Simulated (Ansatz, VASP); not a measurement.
Given: the input of a run of Ansatz 0.2.0 on TaWC2.

File input.yaml:

```yaml
crystal:
  lattice:
    - [1.5718551461, 0.9075109917, 5.1016196719]
    - [-1.5718551461, 0.9075109917, 5.1016196719]
    - [0.0, -1.8150219835, 5.1016196719]
  atoms:
    - { symbol: W, position: [0.0, 0.0, 0.0] }
    - { symbol: Ta, position: [0.5, 0.5, 0.5] }
    - { symbol: C, position: [0.250933, 0.250933, 0.250933] }
    - { symbol: C, position: [0.749067, 0.749067, 0.749067] }
hamiltonian:
  xc: pbe
  pseudopotentials: { kind: paw }
kpoints:
  mp_grid: { grid: [7, 7, 7] }
  band_path:
    path:
      - [[0.0, 0.0, 0.0], [0.5, 0.0, 0.0], [0.5, 0.1877624847, -0.1877624847]]
      - [[0.8122375153, 0.5, 0.1877624847], [0.5, 0.5, 0.5], [0.0, 0.0, 0.0], [0.3438812424, 0.0, -0.3438812424]]
      - [[0.6561187576, 0.3438812424, 0.0], [0.5, 0.5, 0.0], [0.6561187576, 0.6561187576, 0.1877624847], [0.5, 0.5, 0.5]]
      - [[0.5, 0.0, 0.0], [0.8122375153, 0.3438812424, 0.3438812424]]
    npoints: 14
scf:
  occupations: { method: fermi_dirac, width: 0.05 }
  n_extra_bands: 10
output:
  forces: true
  stress: true
  eigenvalues: true
  fatbands: false
```

Potentials or basis: Ansatz PAW.

Launch:

```bash
$ ansatz run input.yaml --threads 2 --pin off --max-ram 5632MiB --backend cpu --events-out ev --progress --plain --runs-dir out
```

Problem. Translate it to VASP 6.6.1. Potentials there: VASP PAW PBE potentials, release 64 (W_sv_GW, Ta_sv_GW, C_GW).

Solution. As run (the cutoff follows the program's own potentials):

The input INCAR:

```
  PREC = Accurate
  ENCUT = 900
  EDIFF = 1E-6
  ISMEAR = -1
  SIGMA = 0.05
  LREAL = False
  LASPH = True
  NELM = 100
  ALGO = Normal
  ISIF = 2
  LWAVE = False
  LCHARG = False
  LMAXMIX = 4
  GGA = PE
  NBANDS = 26
```

KPOINTS

```
regular mesh
0
Gamma
  7 7 7
```

POSCAR

```
TaWC2
1.0
    1.5718551461      0.9075109917      5.1016196719
   -1.5718551461      0.9075109917      5.1016196719
    0.0000000000     -1.8150219835      5.1016196719
W Ta C
1 1 2
Direct
    0.0000000000      0.0000000000      0.0000000000
    0.5000000000      0.5000000000      0.5000000000
    0.2509330000      0.2509330000      0.2509330000
    0.7490670000      0.7490670000      0.7490670000
```

The input KPOINTS_OPT:

```
path GLB1,BZGX,QFP1Z,LP
15
line-mode
reciprocal
 0.0000000000  0.0000000000  0.0000000000  G
 0.5000000000  0.0000000000  0.0000000000  L

 0.5000000000  0.0000000000  0.0000000000  L
 0.5000000000  0.1877624847 -0.1877624847  B1

 0.8122375153  0.5000000000  0.1877624847  B
 0.5000000000  0.5000000000  0.5000000000  Z

 0.5000000000  0.5000000000  0.5000000000  Z
 0.0000000000  0.0000000000  0.0000000000  G

 0.0000000000  0.0000000000  0.0000000000  G
 0.3438812424  0.0000000000 -0.3438812424  X

 0.6561187576  0.3438812424  0.0000000000  Q
 0.5000000000  0.5000000000  0.0000000000  F

 0.5000000000  0.5000000000  0.0000000000  F
 0.6561187576  0.6561187576  0.1877624847  P1

 0.6561187576  0.6561187576  0.1877624847  P1
 0.5000000000  0.5000000000  0.5000000000  Z

 0.5000000000  0.0000000000  0.0000000000  L
 0.8122375153  0.3438812424  0.3438812424  P
```

Potentials or basis: VASP PAW PBE potentials, release 64 (W_sv_GW, Ta_sv_GW, C_GW).

Launch:

```console
$ cat potpaw_PBE.64/W_sv_GW/POTCAR potpaw_PBE.64/Ta_sv_GW/POTCAR potpaw_PBE.64/C_GW/POTCAR > POTCAR
$ mpirun -np 1 vasp_std > vasp.out
```

Both were run:

|  | VASP | Ansatz | Ansatz less VASP |
| --- | --- | --- | --- |
| gap on the k mesh at the Fermi level (eV) | none | none | - |
| pressure (GPa) | -2.6 | -2.5 | +0.05 |
| largest component of the traceless stress (GPa) | 1.40 | 1.39 | -0.014 |
| rms of the force components (eV/Å) | 0.017 | 0.013 | -0.0045 |

Atom by atom the forces differ by 0.005 eV/Å (rms over components). A gap of «none» marks a metal or a gap that the smearing closes.

Caveats: spin-orbit coupling is left out, which moves the levels of the heavy elements; the pressure holds a Pulay correction of +0.3 GPa for the finite cutoff (Ansatz).
